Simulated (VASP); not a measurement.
Method: optB88-vdW, VASP's PBE PAW potentials (set 64) (plane waves; VASP).

A VASP calculation is set up with these files.

### POSCAR
```
TiO2
1
   -1.8888266861     1.8888266861     4.7684147952
    1.8888266861    -1.8888266861     4.7684147952
    1.8888266861     1.8888266861    -4.7684147952
Ti O
2 4
Direct
  0.7500000000   0.2500000000   0.5000000000
  0.0000000000   0.0000000000   0.0000000000
  0.5418180818   0.0418180818   0.5000000000
  0.7918180818   0.7918180818   0.0000000000
  0.2081819182   0.2081819182   1.0000000000
  0.9581819182   0.4581819182   0.5000000000
```

### INCAR
```
# general
SYSTEM   = TiO2
PREC     = Accurate
ENCUT    = 520
LREAL    = .FALSE.
LASPH    = .TRUE.   # aspherical one-centre terms

# electronic loop
EDIFF    = 1E-6   # SCF stop (eV)
NELM     = 100   # most electronic steps
ALGO     = Normal
LMAXMIX  = 4   # l cut-off of mixed one-centre charges

# smearing
ISMEAR   = 0   # Gaussian
SIGMA    = 0.05   # width (eV)

# functional
GGA      = BO
LUSE_VDW = .TRUE.
AGGAC    = 0.0
PARAM1   = 0.1833333333
PARAM2   = 0.22

# ions
IBRION   = 2   # conjugate gradients
NSW      = 60   # most ionic steps
ISIF     = 3   # ions, shape and volume
EDIFFG   = -0.02   # ionic stop

# output
LWAVE    = .FALSE.
LCHARG   = .FALSE.
```

### KPOINTS
```
Automatic mesh
0
Gamma
8 8 8
0 0 0
```

POTCAR, in this order: Ti_sv O (PBE.64 set). Program: vasp_std.

The run wrote:

### OSZICAR
```
       N       E                     dE             d eps       ncg     rms          rms(c)
DAV:   1     0.703387055360E+03    0.70339E+03   -0.25262E+04  3304   0.200E+03
DAV:   2     0.581051256297E+02   -0.64528E+03   -0.62547E+03  3692   0.581E+02
DAV:   3    -0.545199552949E+02   -0.11263E+03   -0.10939E+03  5004   0.215E+02
DAV:   4    -0.598440794294E+02   -0.53241E+01   -0.53189E+01  4576   0.497E+01
DAV:   5    -0.600686017487E+02   -0.22452E+00   -0.22447E+00  4612   0.820E+00    0.333E+01
DAV:   6    -0.426406549440E+02    0.17428E+02   -0.12683E+02  4188   0.106E+02    0.123E+01
DAV:   7    -0.421604180010E+02    0.48024E+00   -0.18498E+01  4296   0.344E+01    0.820E+00
DAV:   8    -0.421777559742E+02   -0.17338E-01   -0.38207E+00  4144   0.184E+01    0.362E+00
DAV:   9    -0.420448347122E+02    0.13292E+00   -0.12149E+00  4472   0.977E+00    0.971E-01
DAV:  10    -0.420542422653E+02   -0.94076E-02   -0.84345E-02  3812   0.233E+00    0.271E-01
DAV:  11    -0.420529491667E+02    0.12931E-02   -0.95474E-03  3972   0.640E-01    0.639E-02
DAV:  12    -0.420530725140E+02   -0.12335E-03   -0.11557E-03  4636   0.321E-01    0.874E-02
DAV:  13    -0.420530036103E+02    0.68904E-04   -0.48839E-04  4604   0.185E-01    0.121E-02
DAV:  14    -0.420530045573E+02   -0.94707E-06   -0.14734E-05  4168   0.309E-02    0.330E-03
DAV:  15    -0.420530049965E+02   -0.43920E-06   -0.57271E-07  2308   0.700E-03
   1 F= -.42053005E+02 E0= -.42053005E+02  d E =-.420530E+02
       N       E                     dE             d eps       ncg     rms          rms(c)
DAV:   1    -0.427486516650E+02   -0.69565E+00   -0.22503E+01  4232   0.537E+01    0.762E+00
DAV:   2    -0.421404832152E+02    0.60817E+00   -0.27605E+00  3968   0.163E+01    0.298E+00
DAV:   3    -0.420248225678E+02    0.11566E+00   -0.90294E-01  3604   0.599E+00    0.868E-01
DAV:   4    -0.420226107782E+02    0.22118E-02   -0.18103E-01  5044   0.251E+00    0.584E-01
DAV:   5    -0.420276268849E+02   -0.50161E-02   -0.84459E-03  4264   0.828E-01    0.355E-01
DAV:   6    -0.420362127020E+02   -0.85858E-02   -0.17792E-02  5132   0.577E-01    0.204E-01
DAV:   7    -0.420368483162E+02   -0.63561E-03   -0.90140E-04  4008   0.182E-01    0.141E-01
DAV:   8    -0.420371011681E+02   -0.25285E-03   -0.52257E-04  4152   0.201E-01    0.279E-02
DAV:   9    -0.420371340976E+02   -0.32929E-04   -0.83292E-05  4256   0.616E-02    0.118E-02
DAV:  10    -0.420371338907E+02    0.20683E-06   -0.72077E-06  4324   0.164E-02
   2 F= -.42037134E+02 E0= -.42037134E+02  d E =0.158711E-01
       N       E                     dE             d eps       ncg     rms          rms(c)
DAV:   1    -0.423122578828E+02   -0.27512E+00   -0.75318E+00  4240   0.300E+01    0.442E+00
DAV:   2    -0.421051725150E+02    0.20709E+00   -0.84692E-01  4136   0.874E+00    0.173E+00
DAV:   3    -0.420648417662E+02    0.40331E-01   -0.26991E-01  3416   0.366E+00    0.372E-01
DAV:   4    -0.420681097747E+02   -0.32680E-02   -0.53011E-02  4368   0.112E+00    0.329E-01
DAV:   5    -0.420692080848E+02   -0.10983E-02   -0.26716E-03  4296   0.464E-01    0.203E-01
DAV:   6    -0.420717956957E+02   -0.25876E-02   -0.44014E-03  5408   0.291E-01    0.126E-01
DAV:   7    -0.420721392019E+02   -0.34351E-03   -0.53691E-04  4780   0.191E-01    0.413E-02
DAV:   8    -0.420721935420E+02   -0.54340E-04   -0.13396E-04  4744   0.773E-02    0.123E-02
DAV:   9    -0.420722010278E+02   -0.74857E-05   -0.17272E-05  4940   0.239E-02    0.138E-03
DAV:  10    -0.420722012040E+02   -0.17621E-06   -0.11600E-06  2504   0.714E-03
   3 F= -.42072201E+02 E0= -.42072201E+02  d E =-.191962E-01
       N       E                     dE             d eps       ncg     rms          rms(c)
DAV:   1    -0.420722456974E+02   -0.44670E-04   -0.15821E-03  4292   0.442E-01    0.644E-02
DAV:   2    -0.420722018876E+02    0.43810E-04   -0.18256E-04  4168   0.131E-01    0.250E-02
DAV:   3    -0.420721939416E+02    0.79460E-05   -0.57984E-05  3536   0.511E-02    0.545E-03
DAV:   4    -0.420721946153E+02   -0.67374E-06   -0.10713E-05  3380   0.166E-02    0.476E-03
DAV:   5    -0.420721950468E+02   -0.43143E-06   -0.62574E-07  1808   0.877E-03
   4 F= -.42072195E+02 E0= -.42072195E+02  d E =-.191901E-01
       N       E                     dE             d eps       ncg     rms          rms(c)
DAV:   1    -0.420729243430E+02   -0.72973E-03   -0.93724E-02  3304   0.262E+00    0.179E-01
DAV:   2    -0.420726430075E+02    0.28134E-03   -0.35289E-03  3852   0.535E-01    0.105E-01
DAV:   3    -0.420723856678E+02    0.25734E-03   -0.72909E-04  3880   0.265E-01    0.238E-02
DAV:   4    -0.420723901394E+02   -0.44716E-05   -0.11194E-04  4092   0.938E-02    0.113E-02
DAV:   5    -0.420723901760E+02   -0.36529E-07   -0.10324E-05  4544   0.221E-02    0.791E-03
DAV:   6    -0.420723898387E+02    0.33725E-06   -0.15846E-06  2076   0.145E-02
   5 F= -.42072390E+02 E0= -.42072390E+02  d E =-.194792E-03
```

**OUTCAR**
```
------------------------ aborting loop because EDIFF is reached ----------------------------------------
  FORCE on cell =-STRESS in cart. coord.  units (eV):
  Direction    XX          YY          ZZ          XY          YZ          ZX
  --------------------------------------------------------------------------------------
  Total        0.0211474      0.0211474      0.0787204      0.0000000      0.0000000      0.0000000
  in kB        0.4881514      0.4881514      1.8171213      0.0000000      0.0000000      0.0000000
  external PRESSURE =       0.9311414 kB  Pullay stress =       0.0000000 kB
  volume of cell :       69.41
      direct lattice vectors                 reciprocal lattice vectors
    -1.902235085  1.902235085  4.795407135     0.000000000  0.262848690  0.104266434
     1.902235085 -1.902235085  4.795407135     0.262848690  0.000000000  0.104266434
     1.902235085  1.902235085 -4.795407135     0.262848690  0.262848690  0.000000000
 POSITION                                       TOTAL-FORCE (eV/Angst)
 -----------------------------------------------------------------------------------
      0.00000      1.90224      2.39770        -0.000000     -0.000000     -0.000000
      1.90224      1.90224     -4.79541        -0.000000     -0.000000     -0.000000
      0.00000      1.90224      0.40031        -0.000000      0.000000     -0.003036
      0.00000      0.00000      7.59342         0.000000     -0.000000     -0.003036
      1.90224      1.90224     -2.79802         0.000000     -0.000000      0.003036
      0.00000      1.90224      4.39509        -0.000000      0.000000      0.003036
 -----------------------------------------------------------------------------------
    total drift:                                0.000000      0.000000      0.000000
  FREE ENERGIE OF THE ION-ELECTRON SYSTEM (eV)
  ---------------------------------------------------
  free  energy   TOTEN  =       -42.0723898387 eV

  energy  without entropy=      -42.0723898387  energy(sigma->0) =      -42.07238984

 reached required accuracy - stopping structural energy minimisation
```
(Selected blocks of OUTCAR.)

File CONTCAR:
```
TiO2
   1.00000000000000
    -1.9022350852821854    1.9022350852821854    4.7954071354446492
     1.9022350852821854   -1.9022350852821854    4.7954071354446492
     1.9022350852821854    1.9022350852821854   -4.7954071354446492
  Ti              O
     2     4
Direct
     0.7500000000000000    0.2500000000000000    0.5000000000000000
     0.0000000000000000    0.0000000000000000    1.0000000000000000
     0.5417393149970321    0.0417393149970321    0.5000000000000000
     0.7917393149970321    0.7917393149970321    0.0000000000000000
     0.2082606850029679    0.2082606850029679    1.0000000000000000
     0.9582606850029679    0.4582606850029680    0.5000000000000000
```

### OUTCAR
```
 val. band max:        2.9637650081   @ k =  -0.3750   0.3750   0.0000

 cond. band min:       5.0445424873   @ k =   0.0000   0.0000   0.0000


 Fermi energy:         3.2644842740

 k-point     1 :       0.0000    0.0000    0.0000
  band No.  band energies     occupation
      1     -53.3907      2.00000
      2     -53.3357      2.00000
      3     -29.9248      2.00000
      4     -29.7006      2.00000
      5     -29.7006      2.00000
      6     -29.6360      2.00000
      7     -29.6360      2.00000
      8     -29.5680      2.00000
      9     -14.4764      2.00000
     10     -13.4957      2.00000
     11     -13.3775      2.00000
     12     -13.0337      2.00000
     13      -0.8453      2.00000
     14      -0.7362      2.00000
     15      -0.7362      2.00000
     16      -0.3891      2.00000
     17       0.9672      2.00000
     18       0.9672      2.00000
     19       1.0207      2.00000
     20       2.2055      2.00000
     21       2.2055      2.00000
     22       2.2128      2.00000
     23       2.5371      2.00000
     24       2.5371      2.00000
     25       5.0445      0.00000
     26       5.7351      0.00000
     27       6.8220      0.00000
     28       6.8221      0.00000

 k-point     2 :       0.1250    0.0000    0.0000
  band No.  band energies     occupation
      1     -53.3888      2.00000
      2     -53.3370      2.00000
      3     -29.9207      2.00000
      4     -29.7189      2.00000
      5     -29.7019      2.00000
      6     -29.6434      2.00000
      7     -29.6338      2.00000
      8     -29.5684      2.00000
      9     -14.3966      2.00000
     10     -13.4537      2.00000
     11     -13.3546      2.00000
     12     -13.0196      2.00000
     13      -0.9753      2.00000
     14      -0.8477      2.00000
     15      -0.7218      2.00000
     16      -0.3999      2.00000
     17       0.8900      2.00000
     18       0.9465      2.00000
     19       1.1211      2.00000
     20       1.8753      2.00000
...
```

The compound is TiO2 in the anatase structure, one of several forms; rutile is the usual stable one. This run relaxes it. Symmetry was kept, so distortions that lower it aren't found. The start is the result of an earlier pass.
